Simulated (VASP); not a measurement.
Consider the following.

```xyz
2
Lattice="0.0000 2.8300 2.8300 2.8300 0.0000 2.8300 2.8300 2.8300 0.0000" Properties=species:S:1:pos:R:3 pbc="T T T"
Al     0.0000     0.0000     0.0000
As     1.4150     1.4150     1.4150
```

Computed with G0W0 on PBE orbitals, VASP's PBE PAW potentials (set 64) (plane waves; VASP 6.6.1). Settings: PREC = Normal, 350 eV cut-off, 4×4×4 Γ-centred mesh, Gaussian smearing of 0.010 eV, potentials Al_GW As_GW.

The mesh is coarse and the basis finite, so the quasiparticle values are not converged.

NBANDS = 320, ENCUTGW = 300 eV, NOMEGA = 64. The PBE levels (eV) that the step starts from are:

| state | KS energy | filling |
|---|---|---|
| k1 (0.00, 0.00, 0.00), band 1 | -8.40 | 2 |
| k1 (0.00, 0.00, 0.00), band 2 | 3.47 | 2 |
| k1 (0.00, 0.00, 0.00), band 3 | 3.47 | 2 |
| k1 (0.00, 0.00, 0.00), band 4 | 3.47 | 2 |
| k1 (0.00, 0.00, 0.00), band 5 | 5.51 | 0 |
| k1 (0.00, 0.00, 0.00), band 6 | 7.73 | 0 |
| k1 (0.00, 0.00, 0.00), band 7 | 7.73 | 0 |
| k1 (0.00, 0.00, 0.00), band 8 | 7.73 | 0 |
| k5 (0.50, 0.25, 0.00), band 1 | -6.74 | 2 |
| k5 (0.50, 0.25, 0.00), band 2 | -1.60 | 2 |
| k5 (0.50, 0.25, 0.00), band 3 | 0.73 | 2 |
| k5 (0.50, 0.25, 0.00), band 4 | 1.84 | 2 |
| k5 (0.50, 0.25, 0.00), band 5 | 6.01 | 0 |
| k5 (0.50, 0.25, 0.00), band 6 | 8.62 | 0 |
| k5 (0.50, 0.25, 0.00), band 7 | 9.83 | 0 |
| k5 (0.50, 0.25, 0.00), band 8 | 10.38 | 0 |
| k6 (-0.25, 0.25, 0.00), band 1 | -7.05 | 2 |
| k6 (-0.25, 0.25, 0.00), band 2 | -1.10 | 2 |
| k6 (-0.25, 0.25, 0.00), band 3 | 0.58 | 2 |
| k6 (-0.25, 0.25, 0.00), band 4 | 2.56 | 2 |
| k6 (-0.25, 0.25, 0.00), band 5 | 6.84 | 0 |
| k6 (-0.25, 0.25, 0.00), band 6 | 9.22 | 0 |
| k6 (-0.25, 0.25, 0.00), band 7 | 9.35 | 0 |
| k6 (-0.25, 0.25, 0.00), band 8 | 9.78 | 0 |

Problem. Give the quasiparticle energies and renormalisation factors Z.

Solution. 
```tsv
state	QP energy (eV)	Z
k1 (0.00, 0.00, 0.00), band 1	-9.01	0.65
k1 (0.00, 0.00, 0.00), band 2	2.75	0.77
k1 (0.00, 0.00, 0.00), band 3	2.75	0.77
k1 (0.00, 0.00, 0.00), band 4	2.75	0.77
k1 (0.00, 0.00, 0.00), band 5	5.80	0.77
k1 (0.00, 0.00, 0.00), band 6	7.82	0.76
k1 (0.00, 0.00, 0.00), band 7	7.82	0.76
k1 (0.00, 0.00, 0.00), band 8	7.82	0.76
k5 (0.50, 0.25, 0.00), band 1	-7.28	0.68
k5 (0.50, 0.25, 0.00), band 2	-2.33	0.70
k5 (0.50, 0.25, 0.00), band 3	-0.03	0.74
k5 (0.50, 0.25, 0.00), band 4	1.07	0.75
k5 (0.50, 0.25, 0.00), band 5	6.00	0.77
k5 (0.50, 0.25, 0.00), band 6	8.67	0.75
k5 (0.50, 0.25, 0.00), band 7	9.91	0.74
k5 (0.50, 0.25, 0.00), band 8	10.44	0.74
k6 (-0.25, 0.25, 0.00), band 1	-7.61	0.68
k6 (-0.25, 0.25, 0.00), band 2	-1.82	0.71
k6 (-0.25, 0.25, 0.00), band 3	-0.18	0.74
k6 (-0.25, 0.25, 0.00), band 4	1.82	0.76
k6 (-0.25, 0.25, 0.00), band 5	6.93	0.77
k6 (-0.25, 0.25, 0.00), band 6	9.23	0.75
k6 (-0.25, 0.25, 0.00), band 7	9.44	0.74
k6 (-0.25, 0.25, 0.00), band 8	9.87	0.75
```
On the mesh the gap opens from 1.41 to 2.06 eV.

The compound is AlAs in the zinc blende structure. The cell was not relaxed at this level. The k-mesh is coarse (spacing up to 0.48 per Å, 2π included), so the numbers may not be converged in it.
